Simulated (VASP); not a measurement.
```
CELL_PARAMETERS angstrom
     -1.63326     1.63326     1.63326
      1.63326    -1.63326     1.63326
      1.63326     1.63326    -1.63326
ATOMIC_POSITIONS crystal
  Nb 0.00000 0.00000 0.00000
```

All values below come from PBEsol GGA with spin-orbit coupling, VASP's PBE PAW potentials (set 64) (plane waves; VASP). Settings: 400 eV cut-off, 14×14×14 Γ-centred mesh, Gaussian smearing of 0.050 eV, potentials Nb_sv.

Q: What does the run give for the energy per atom (σ→0), band gap (over mesh and band path) with the smallest direct gap where there is one?

A: 
```yaml
band gap (over mesh and band path): none (metal, semimetal or under 0.01 eV)
energy per atom (σ→0): -11.030 eV/atom
```

Total energies compare only between runs with the same potentials, cut-off and functional.

The structure comes from a measured Nb entry (Im-3m) of the Crystallography Open Database, whose conditions weren't checked. It was relaxed first.
